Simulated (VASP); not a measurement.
All values below come from r2SCAN meta-GGA, VASP's PBE PAW potentials (set 64) (plane waves; VASP).

Input for VASP

**POSCAR**
```
GaAs
1.0
  0.0000000000   2.8250000000   2.8250000000
  2.8250000000   0.0000000000   2.8250000000
  2.8250000000   2.8250000000   0.0000000000
Ga As
1 1
Cartesian
  0.0000000000   0.0000000000   0.0000000000
  4.2375000000   4.2375000000   4.2375000000
```

INCAR:
```
SYSTEM  =  GaAs
PREC  =  Accurate; ENCUT  =  480; LREAL  =  .FALSE.
LASPH  =  .TRUE.
EDIFF  =  1E-6; NELM  =  100; ALGO  =  Normal
LMAXMIX  =  4; LMIXTAU  =  .TRUE.
ISMEAR  =  0; SIGMA  =  0.05
METAGGA  =  R2SCAN
IBRION  =  2; NSW  =  60; ISIF  =  3
EDIFFG  =  -0.01
LWAVE  =  .FALSE.; LCHARG  =  .FALSE.
```

### KPOINTS
```
Automatic mesh
0
Gamma
7 7 7
0 0 0
```

POTCAR, in this order: Ga_d As (PBE.64 set). Program: vasp_std.

The resulting files:

### OUTCAR
```
 ion  position               nearest neighbor table
   1  0.000  0.000  0.000-   2 2.45   2 2.45   2 2.45   2 2.45
   2  0.750  0.750  0.750-   1 2.45   1 2.45   1 2.45   1 2.45
  LATTYP: Found a face centered cubic cell.
 ALAT       =     5.6500000000
 Subroutine PRICEL returns:
 Original cell was already a primitive cell.
 Subroutine GETGRP returns: Found 24 space group operations
The static configuration has the point symmetry T_d .
The dynamic configuration has the point symmetry T_d .
 Subroutine INISYM returns: Found 24 space group operations
 Subroutine IBZKPT returns following result:
 Found     20 irreducible k-points:

 Following reciprocal coordinates:
            Coordinates               Weight
  0.000000  0.000000  0.000000      1.000000
  0.142857  0.000000  0.000000      8.000000
  0.285714  0.000000  0.000000      8.000000
  0.428571  0.000000  0.000000      8.000000
  0.142857  0.142857  0.000000      6.000000
  0.285714  0.142857  0.000000     24.000000
  0.428571  0.142857  0.000000     24.000000
 -0.428571  0.142857  0.000000     24.000000
 -0.285714  0.142857  0.000000     24.000000
 -0.142857  0.142857  0.000000     12.000000
  0.285714  0.285714  0.000000      6.000000
  0.428571  0.285714  0.000000     24.000000
 -0.428571  0.285714  0.000000     24.000000
 -0.285714  0.285714  0.000000     12.000000
  0.428571  0.428571  0.000000      6.000000
 -0.428571  0.428571  0.000000     12.000000
  0.428571  0.285714  0.142857     24.000000
 -0.428571  0.285714  0.142857     48.000000
 -0.428571  0.428571  0.142857     24.000000
 -0.285714  0.428571  0.142857     24.000000
   k-points           NKPTS =     20   k-points in BZ     NKDIM =     20   number of bands    NBANDS=     13
   number of dos      NEDOS =    301   number of ions     NIONS =      2
   total plane-waves  NPLWV =  27000
   dimension x,y,z NGX =    30 NGY =   30 NGZ =   30
...
```

### OSZICAR
```
       N       E                     dE             d eps       ncg     rms          rms(c)
DAV:   1     0.622137610087E+02    0.62214E+02   -0.93608E+03   528   0.189E+03
DAV:   2    -0.229129668254E+02   -0.85127E+02   -0.82287E+02   575   0.327E+02
DAV:   3    -0.290229491143E+02   -0.61100E+01   -0.60833E+01   655   0.754E+01
DAV:   4    -0.291243548901E+02   -0.10141E+00   -0.10137E+00   584   0.109E+01
DAV:   5    -0.291259686943E+02   -0.16138E-02   -0.16137E-02   650   0.120E+00    0.319E+00
DAV:   6    -0.270006762804E+02    0.21253E+01   -0.61156E-01   620   0.174E+01    0.194E+00
DAV:   7    -0.271090599851E+02   -0.10838E+00   -0.34863E-01   605   0.775E+00    0.911E-01
DAV:   8    -0.270186226510E+02    0.90437E-01   -0.13531E-01   525   0.516E+00    0.369E-01
DAV:   9    -0.269575211459E+02    0.61102E-01   -0.23850E-01   530   0.472E+00    0.216E-01
DAV:  10    -0.269575855762E+02   -0.64430E-04   -0.79792E-02   530   0.277E+00    0.735E-02
DAV:  11    -0.270440011547E+02   -0.86416E-01   -0.48979E-02   520   0.204E+00    0.627E-02
DAV:  12    -0.270433651160E+02    0.63604E-03   -0.10452E-03   710   0.314E-01    0.314E-02
DAV:  13    -0.270464192121E+02   -0.30541E-02   -0.77236E-04   525   0.315E-01    0.156E-02
DAV:  14    -0.270470500197E+02   -0.63081E-03   -0.46811E-04   545   0.287E-01    0.533E-03
DAV:  15    -0.270471560837E+02   -0.10606E-03   -0.10163E-04   525   0.131E-01    0.782E-03
DAV:  16    -0.270471735584E+02   -0.17475E-04   -0.27727E-06   680   0.181E-02    0.499E-03
DAV:  17    -0.270471781328E+02   -0.45745E-05   -0.62293E-07   360   0.976E-03    0.185E-03
DAV:  18    -0.270471848615E+02   -0.67287E-05   -0.27409E-06   520   0.185E-02    0.401E-04
DAV:  19    -0.270471848639E+02   -0.23729E-08   -0.72861E-08   260   0.302E-03
   1 F= -.27047185E+02 E0= -.27047185E+02  d E =-.270472E+02
       N       E                     dE             d eps       ncg     rms          rms(c)
DAV:   1    -0.270795123869E+02   -0.32328E-01   -0.43676E-01   670   0.141E+01    0.104E+00
DAV:   2    -0.270547732830E+02    0.24739E-01   -0.41421E-02   635   0.473E+00    0.492E-01
DAV:   3    -0.270479245773E+02    0.68487E-02   -0.88709E-03   625   0.218E+00    0.102E-01
DAV:   4    -0.270470014686E+02    0.92311E-03   -0.28256E-03   597   0.841E-01    0.283E-02
DAV:   5    -0.270477724242E+02   -0.77096E-03   -0.35239E-04   520   0.238E-01    0.260E-02
DAV:   6    -0.270477733515E+02   -0.92724E-06   -0.71160E-06   660   0.260E-02
   2 F= -.27047773E+02 E0= -.27047773E+02  d E =-.588488E-03
       N       E                     dE             d eps       ncg     rms          rms(c)
DAV:   1    -0.270522100003E+02   -0.44376E-02   -0.57484E-02   665   0.499E+00    0.385E-01
DAV:   2    -0.270489458862E+02    0.32641E-02   -0.58611E-03   635   0.187E+00    0.179E-01
DAV:   3    -0.270480963944E+02    0.84949E-03   -0.11151E-03   625   0.775E-01    0.382E-02
DAV:   4    -0.270479645535E+02    0.13184E-03   -0.43175E-04   565   0.302E-01    0.109E-02
DAV:   5    -0.270481070906E+02   -0.14254E-03   -0.61028E-05   520   0.945E-02    0.955E-03
DAV:   6    -0.270481086848E+02   -0.15942E-05   -0.10083E-06   513   0.117E-02    0.107E-02
DAV:   7    -0.270480953906E+02    0.13294E-04   -0.19283E-05   520   0.444E-02    0.285E-03
DAV:   8    -0.270481041528E+02   -0.87622E-05   -0.41619E-06   530   0.236E-02    0.200E-03
DAV:   9    -0.270481027118E+02    0.14410E-05   -0.23022E-07   295   0.628E-03    0.709E-04
DAV:  10    -0.270481037287E+02   -0.10169E-05   -0.28918E-07   260   0.701E-03    0.946E-04
DAV:  11    -0.270481033583E+02    0.37041E-06   -0.50483E-08   260   0.314E-03
   3 F= -.27048103E+02 E0= -.27048103E+02  d E =-.918494E-03
```

File OUTCAR:
```
------------------------ aborting loop because EDIFF is reached ----------------------------------------
  FORCE on cell =-STRESS in cart. coord.  units (eV):
  Direction    XX          YY          ZZ          XY          YZ          ZX
  --------------------------------------------------------------------------------------
  Total        0.0061715      0.0061715      0.0061715      0.0000000      0.0000000      0.0000000
  in kB        0.2172389      0.2172389      0.2172389      0.0000000      0.0000000      0.0000000
  external PRESSURE =       0.2172389 kB  Pullay stress =       0.0000000 kB
  volume of cell :       45.52
      direct lattice vectors                 reciprocal lattice vectors
     0.000000000  2.833858074  2.833858074    -0.176437912  0.176437912  0.176437912
     2.833858074  0.000000000  2.833858074     0.176437912 -0.176437912  0.176437912
     2.833858074  2.833858074 -0.000000000     0.176437912  0.176437912 -0.176437912
  FREE ENERGIE OF THE ION-ELECTRON SYSTEM (eV)
  ---------------------------------------------------
  free  energy   TOTEN  =       -27.0481033583 eV

  energy  without entropy=      -27.0481033583  energy(sigma->0) =      -27.04810336

 reached required accuracy - stopping structural energy minimisation
```
(Selected blocks of OUTCAR.)

### CONTCAR
```
GaAs
   1.00000000000000
     0.0000000000000000    2.8338580735329328    2.8338580735329328
     2.8338580735329328    0.0000000000000000    2.8338580735329328
     2.8338580735329328    2.8338580735329328   -0.0000000000000000
  Ga              As
     1     1
Direct
     0.0000000000000000    0.0000000000000000    0.0000000000000000
     0.7500000000000000    0.7500000000000000    0.7500000000000000
```

The compound is GaAs in the zinc blende structure. This run relaxes it. Symmetry was kept, so distortions that lower it aren't found.
